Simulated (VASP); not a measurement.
Data:

```
PtSb2
1.0
    6.50067     0.00000     0.00000
    0.00000     6.50067     0.00000
    0.00000     0.00000     6.50067
Sb Pt
8 4
Direct
  0.62486   0.87514   0.12486
  0.12486   0.62486   0.87514
  0.62486   0.62486   0.62486
  0.37514   0.37514   0.37514
  0.87514   0.12486   0.62486
  0.87514   0.37514   0.12486
  0.12486   0.87514   0.37514
  0.37514   0.12486   0.87514
  0.00000   0.50000   0.50000
  0.50000   0.00000   0.50000
  0.00000   0.00000   0.00000
  0.50000   0.50000   0.00000
```

Method: r2SCAN meta-GGA, VASP's PBE PAW potentials (set 64) (plane waves; VASP 6.6.1). Numerical set-up: 400 eV cut-off, 6×6×6 Γ-centred mesh, tetrahedra with Blöchl corrections, potentials Sb Pt.

The cores are frozen, which limits the accuracy of field gradients.

Q: Give the principal components of the electric field gradient (V/Å²) and the asymmetry η at each nucleus.

A: 
| atom | Vxx | Vyy | Vzz | η |
|---|---|---|---|---|
| Sb1 | -28.0 | -28.0 | 55.9 | 0.00 |
| Sb2 | -28.0 | -28.0 | 55.9 | 0.00 |
| Sb3 | -28.0 | -28.0 | 55.9 | 0.00 |
| Sb4 | -28.0 | -28.0 | 55.9 | 0.00 |
| Sb5 | -28.0 | -28.0 | 55.9 | 0.00 |
| Sb6 | -28.0 | -28.0 | 55.9 | 0.00 |
| Sb7 | -28.0 | -28.0 | 55.9 | 0.00 |
| Sb8 | -28.0 | -28.0 | 55.9 | 0.00 |
| Pt9 | 13.8 | 13.8 | -27.7 | 0.00 |
| Pt10 | 13.8 | 13.8 | -27.7 | 0.00 |
| Pt11 | 13.8 | 13.8 | -27.7 | 0.00 |
| Pt12 | 13.8 | 13.8 | -27.7 | 0.00 |

The compound is PtSb2 in the pyrite structure. It was relaxed first.
